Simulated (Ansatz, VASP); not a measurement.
# One calculation of SrCd, two programs

Contents of INCAR:

```
SYSTEM = SrCd
PREC     = Accurate       ! precision mode
ENCUT    = 520            ! plane-wave cutoff, eV
EDIFF    = 1E-8           ! SCF threshold, eV
ISMEAR   = -1             ! smearing method
SIGMA    = 0.08           ! smearing width, eV
LREAL    = .False.        ! projectors in reciprocal space
LASPH    = .True.         ! aspherical terms in the spheres
NELM     = 80             ! most SCF steps
ALGO     = Normal         ! electronic algorithm
ISIF     = 2              ! what is computed and relaxed
LWAVE    = .False.        ! write WAVECAR
LCHARG   = .False.        ! write CHGCAR
GGA      = CA             ! functional
LEFG     = .True.       
NBANDS   = 18             ! bands
```

The input KPOINTS:

```
regular mesh
0
Gamma
  10 10 10
  0 0 0
```

The input POSCAR:

```
SrCd
1.0
    3.9896119401      0.0000000000      0.0000000000
    0.0000000000      3.9896119401      0.0000000000
    0.0000000000      0.0000000000      3.9896119401
Sr Cd
1 1
Direct
    0.5000000000      0.5000000000      0.5000000000
    0.0000000000      0.0000000000      0.0000000000
```

Input for Ansatz:

```yaml
crystal:
  lattice:
    - [3.9896119401, 0.0, 0.0]
    - [0.0, 3.9896119401, 0.0]
    - [0.0, 0.0, 3.9896119401]
  atoms:
    - { symbol: Sr, position: [0.5, 0.5, 0.5] }
    - { symbol: Cd, position: [0.0, 0.0, 0.0] }
kpoints:
  mp_grid: { grid: [10, 10, 10] }
scf:
  occupations: { method: fermi_dirac, width: 0.08 }
hamiltonian:
  xc: lda
  pseudopotentials: { kind: all_electron, datasets: crystal }
output:
  forces: true
  stress: true
  eigenvalues: true
  efg: { contact_densities: true }
```

Change from the starting cell: volume scaled by 0.99, crystal datasets.

Alike in both runs: task electric field gradients; functional LDA; k mesh 10 × 10 × 10; occupations fermi-dirac, width 0.08 eV; no spin polarisation.

|  | VASP | Ansatz |
| --- | --- | --- |
| version | VASP 6.6.1 | Ansatz 0.2.0 |
| potentials or method | VASP PAW LDA potentials, release 64 (Sr_sv, Cd) | all-electron PAW with datasets made for the crystal, scalar-relativistic |
| plane-wave cutoff (eV) | 520 | see its input |

VASP gave:

```
pressure (GPa)                                                 : -1.7
Vzz of the field gradient on the site that differs most (V/Å²) : 0.0
```

Question: What did Ansatz give for the same quantities?

Answer: Pressure (GPa): -1.8; Vzz of the field gradient on the site that differs most (V/Å²): 0.0.

Ansatz ran all-electron here, so the differences hold the error of VASP's frozen core and of both bases. Ansatz warned: «gradients_without_spin_orbit».
